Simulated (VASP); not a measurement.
VASP runs on CoGa (space group Pm-3m) share one base input (PBEsol GGA, plane waves, VASP's PBE PAW potentials (set 64)) and change the settings named in each case.

INCAR:
```
LWAVE = F
SYSTEM = CoGa
ENCUT = 300   # plane-wave cut-off (eV)
LMAXMIX = 4
ALGO = Normal
NELM = 100
LREAL = F
ISMEAR = 0
EDIFF = 1E-6   # SCF stop (eV)
LCHARG = F
LASPH = T   # aspherical one-centre terms
PREC = Accurate
SIGMA = 0.2
ISIF = 2
GGA = PS   # PBEsol
```

### POSCAR
```
CoGa
2.9286720
  1.0000000000   0.0000000000   0.0000000000
  0.0000000000   1.0000000000   0.0000000000
  0.0000000000   0.0000000000   1.0000000000
Ga Co
1 1
Direct
  0.5000000000   0.5000000000   0.5000000000
  0.0000000000   0.0000000000   0.0000000000
```

### KPOINTS
```
K-points
0
G
11 11 11
0 0 0
```

POTCAR, in this order: Ga_d Co (PBE.64 set). Program: vasp_std.

```json
[
 {"change": "base run", "E(σ→0) (eV/atom)": "-5.8357", "pressure (GPa)": "-14.85", "−TS (eV)": "-0.0270"},
 {"change": "GGA removed, POTCAR Ga_d Co (LDA.64 set)", "E(σ→0) (eV/atom)": "-6.1697", "pressure (GPa)": "-19.94", "−TS (eV)": "-0.0274"},
 {"change": "GGA_COMPAT = .FALSE., LNONCOLLINEAR = .TRUE., LSORBIT = .TRUE., MAGMOM = 0.0 0.0 0.0 0.0 0.0 0.0, program vasp_ncl", "E(σ→0) (eV/atom)": "-5.8432", "pressure (GPa)": "-14.82", "−TS (eV)": "-0.0269"},
 {"change": "KPOINTS 1×1×1 Γ-centred mesh", "E(σ→0) (eV/atom)": "-3.8361", "pressure (GPa)": "-8.76", "−TS (eV)": "-0.1335"}
]
```
 Energies of different potentials or functionals have different zeros.  At 300 eV the pressure can carry a Pulay error.

Left out are runs that ran out of time, are held back, or changed the cell or the kind of run, fixed moments of cells without a moment, rows past the twelfth, gaps on odd meshes, pressures of charged cells and columns that move by less than the noise.

The structure is a typed CoGa crystal (Pm-3m). The cell was not relaxed at this level, its lattice was scaled by up to 2.5 %.
